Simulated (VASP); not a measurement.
Computed with PBE GGA, VASP's PBE PAW potentials (set 64) (plane waves; VASP).

A VASP calculation is set up with these files.

INCAR:
```
! general
SYSTEM  = BaF2
PREC    = Accurate
ENCUT   = 520   ! plane-wave cut-off (eV)
LREAL   = .FALSE.   ! projection in real space or not
LASPH   = .TRUE.   ! aspherical one-centre terms

! electronic loop
EDIFF   = 1E-6   ! SCF stop (eV)
NELM    = 100   ! most electronic steps
ALGO    = Normal
LMAXMIX = 4

! smearing
ISMEAR  = -5   ! tetrahedra, Bloechl

! functional
GGA     = PE   ! PBE

! ions
ISIF    = 2   ! forces and stress, cell fixed

! output
LWAVE   = .FALSE.
LCHARG  = .FALSE.
```

POSCAR:
```
BaF2
1
    0.0000000000     3.1057700000     3.0679120000
    3.1675960000     0.0000000000     3.0679120000
    3.1675960000     3.1057700000     0.0000000000
Ba F
1 2
Direct
  0.0000000000   0.0000000000   0.0000000000
  0.2500000000   0.2500000000   0.2500000000
  0.7435020000   0.7564980000   0.7564980000
```

KPOINTS:
```
Automatic mesh
0
Gamma
6 6 6
0 0 0
```

POTCAR, in this order: Ba_sv F (PBE.64 set). Program: vasp_std.

Q: What does the run give for the energy per atom (σ→0), pressure, largest force?

A: 
```json
{
 "energy per atom (σ→0)": "-5.704 eV/atom",
 "pressure": "1.55 GPa",
 "largest_force": "0.120 eV/Å"
}
```

### OSZICAR
```
...
DAV:   7    -0.170832677458E+02    0.15349E-02   -0.37533E-01  2720   0.557E+00    0.218E+00
DAV:   8    -0.171011136125E+02   -0.17846E-01   -0.58535E-02  2480   0.294E+00    0.288E-01
DAV:   9    -0.171094515745E+02   -0.83380E-02   -0.15557E-02  2664   0.903E-01    0.149E-01
DAV:  10    -0.171120209018E+02   -0.25693E-02   -0.39569E-03  2208   0.463E-01    0.431E-02
DAV:  11    -0.171120172896E+02    0.36122E-05   -0.41344E-04  2984   0.160E-01    0.229E-02
DAV:  12    -0.171120317877E+02   -0.14498E-04   -0.86087E-05  2176   0.693E-02    0.273E-03
DAV:  13    -0.171120323537E+02   -0.56595E-06   -0.18997E-06  2712   0.104E-02
   1 F= -.17112032E+02 E0= -.17112032E+02  d E =0.000000E+00
```

The compound is BaF2 in the fluorite structure. The cell was not relaxed at this level, atoms are displaced from their ideal sites. The run is one of a series of settings (ISMEAR = -5, SIGMA removed against the base run), some of them coarse on purpose.
